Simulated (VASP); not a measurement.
The system is ScAl7N8.

```xyz
16
Lattice="6.2990 0.0000 0.0000 -3.1495 5.4551 0.0000 0.0000 0.0000 4.9695" Properties=species:S:1:pos:R:3 pbc="T T T"
Al    0.0000    1.8184    0.0000
Al   -1.5747    4.5459    0.0000
Al    1.5748    4.5459    0.0000
Al    1.5748    0.9092    2.4848
Al    0.0000    3.6367    2.4848
Al    4.7242    0.9092    2.4848
Al    3.1495    3.6367    2.4848
Sc    3.1495    1.8184    0.0000
N     0.0000    1.8184    1.8983
N    -1.5747    4.5459    1.8983
N     3.1495    1.8184    1.8983
N     1.5748    4.5459    1.8983
N     1.5748    0.9092    4.3831
N     0.0000    3.6367    4.3831
N     4.7242    0.9092    4.3831
N     3.1495    3.6367    4.3831
```

The cell comes from a database or a generator and needn't be the stable form of this composition.

- Program: VASP 6.6.1
- Task: relaxation of cell and atoms
- Functional: PBEsol
- Potentials or basis: VASP PAW PBE potentials, release 64 (Al, Sc_sv, N)
- Cutoff: 520 eV
- k mesh: 4 × 4 × 5
- Occupations: gaussian, width 0.03 eV
- Spin: no spin polarisation

At the start: pressure 6.0 GPa; volume 10.67 Å³/atom.

**Question.** Where does the relaxation end?

**Answer.** Over 12 steps the energy falls by 58.5 meV/atom and the volume is 10.89 Å³/atom (+2.0 %); space group P3m1 (No. 156, to 0.05 Å).

Step by step:
```csv
step,energy change (eV),largest force (eV/Å),pressure (GPa),volume (Å³)
1,0.0000,3.8078,5.97,170.76
2,-0.6362,1.2937,-6.66,180.77
3,-0.8598,0.6173,-2.92,177.07
4,-0.9264,0.1504,1.45,172.95
5,-0.9298,0.1923,0.64,173.68
6,-0.9346,0.0639,-0.14,174.33
7,-0.9347,0.0722,-0.08,174.28
8,-0.9354,0.0270,-0.04,174.23
9,-0.9354,0.0295,-0.03,174.21
10,-0.9356,0.0244,0.03,174.15
11,-0.9356,0.0237,0.03,174.14
12,-0.9357,0.0051,-0.01,174.18
```

Final structure:
```xyz
16
Lattice="6.3369 0.0000 0.0000 -3.1685 5.4879 0.0000 0.0000 0.0000 5.0085" Properties=species:S:1:pos:R:3 pbc="T T T"
Al    0.0000    1.8236    5.0015
Al   -1.5892    4.5762    5.0015
Al    1.5892    4.5762    5.0015
Al    1.5540    0.8972    2.5079
Al    0.0000    3.6586    2.4939
Al    4.7829    0.8972    2.5079
Al    3.1685    3.6935    2.5079
Sc    3.1685    1.8293    4.9643
N     0.0000    1.8373    1.9038
N    -1.5773    4.5693    1.9038
N     3.1685    1.8293    2.0778
N     1.5773    4.5693    1.9038
N     1.4829    0.8561    4.3939
N     0.0000    3.6586    4.4168
N     4.8540    0.8561    4.3939
N     3.1685    3.7756    4.3939
```

Caveat: the PAW data sets were made with another functional, which shifts forces and pressure a little.
